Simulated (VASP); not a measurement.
Method: PBEsol GGA, VASP's PBE PAW potentials (set 64) (plane waves; VASP).

VASP input:

**INCAR**
```
SYSTEM = Re
PREC = Accurate; ENCUT = 400; LREAL = .FALSE.
LASPH = .TRUE.
EDIFF = 1E-7; NELM = 100; ALGO = Normal
LMAXMIX = 6
ISMEAR = -5
GGA = PS
ISIF = 2
LWAVE = .FALSE.; LCHARG = .TRUE.; LORBIT = 11
NEDOS = 601
```

### KPOINTS
```
kpoints
0
gamma
 17 17 9
0 0 0
```

**POSCAR**
```
Re
1
    1.3746384860    -2.3809435866     0.0000000000
    1.3746384860     2.3809435866    -0.0000000000
    0.0000000000    -0.0000000000     4.4480093880
Re
2
Direct
  0.3333330000   0.6666670000   0.2500000000
  0.6666670000   0.3333330000   0.7500000000
```

POTCAR, in this order: Re (PBE.64 set). Program: vasp_std.

What VASP printed:

**OSZICAR**
```
       N       E                     dE             d eps       ncg     rms          rms(c)
DAV:   1     0.164115379127E+02    0.16412E+02   -0.61942E+03  7010   0.142E+03
DAV:   2    -0.243864056955E+02   -0.40798E+02   -0.35765E+02  6343   0.327E+02
DAV:   3    -0.280662786798E+02   -0.36799E+01   -0.31566E+01  6439   0.147E+02
DAV:   4    -0.282409472268E+02   -0.17467E+00   -0.15452E+00  6627   0.156E+01
DAV:   5    -0.282482326914E+02   -0.72855E-02   -0.66649E-02  6358   0.210E+00    0.455E+01
DAV:   6    -0.271220378140E+02    0.11262E+01   -0.11605E+00  6826   0.317E+01    0.188E+01
DAV:   7    -0.267500422655E+02    0.37200E+00   -0.78921E-01  7087   0.253E+01    0.539E-01
DAV:   8    -0.267377075948E+02    0.12335E-01   -0.92266E-03  6829   0.931E-01    0.164E-01
DAV:   9    -0.267369621155E+02    0.74548E-03   -0.48525E-04  6785   0.219E-01    0.474E-02
DAV:  10    -0.267369776279E+02   -0.15512E-04   -0.65561E-05  5904   0.895E-02    0.498E-03
DAV:  11    -0.267369749663E+02    0.26616E-05   -0.13680E-06  5970   0.198E-02    0.255E-03
DAV:  12    -0.267369736010E+02    0.13652E-05   -0.32106E-08  3314   0.452E-03    0.859E-04
DAV:  13    -0.267369737344E+02   -0.13334E-06   -0.11471E-08  3213   0.469E-03    0.691E-04
DAV:  14    -0.267369739093E+02   -0.17494E-06   -0.69447E-09  3051   0.400E-03    0.495E-04
DAV:  15    -0.267369739141E+02   -0.47453E-08   -0.51289E-09  2937   0.228E-03
   1 F= -.26736974E+02 E0= -.26736974E+02  d E =0.000000E+00
```

File OUTCAR:
```
------------------------ aborting loop because EDIFF is reached ----------------------------------------
  FORCE on cell =-STRESS in cart. coord.  units (eV):
  Direction    XX          YY          ZZ          XY          YZ          ZX
  --------------------------------------------------------------------------------------
  Total        0.0663355      0.0663355     -0.1504318      0.0000000     -0.0000000      0.0000000
  in kB        3.6502563      3.6502560     -8.2778364      0.0000000     -0.0000000      0.0000000
  external PRESSURE =      -0.3257747 kB  Pullay stress =       0.0000000 kB
  volume of cell :       29.12
      direct lattice vectors                 reciprocal lattice vectors
     1.374638486 -2.380943587  0.000000000     0.363731996 -0.210000776  0.000000000
     1.374638486  2.380943587  0.000000000     0.363731996  0.210000776  0.000000000
     0.000000000  0.000000000  4.448009388     0.000000000  0.000000000  0.224819669
 POSITION                                       TOTAL-FORCE (eV/Angst)
 -----------------------------------------------------------------------------------
      1.37464      0.79365      1.11200        -0.000000      0.000000      0.000000
      1.37464     -0.79365      3.33601         0.000000     -0.000000      0.000000
 -----------------------------------------------------------------------------------
    total drift:                               -0.000000      0.000008     -0.000017
  FREE ENERGIE OF THE ION-ELECTRON SYSTEM (eV)
  ---------------------------------------------------
  free  energy   TOTEN  =       -26.7369739141 eV

  energy  without entropy=      -26.7369739141  energy(sigma->0) =      -26.73697391

 total charge

# of ion       s       p       d       tot
------------------------------------------
    1        0.631   0.689   4.882   6.202
    2        0.631   0.689   4.882   6.202
--------------------------------------------------
tot          1.262   1.378   9.764  12.404
```
(Selected blocks of OUTCAR.)

For a metal the tetrahedron method with Blöchl corrections gives inexact stress and forces.

The compound is Re in the hcp structure. It was relaxed first.
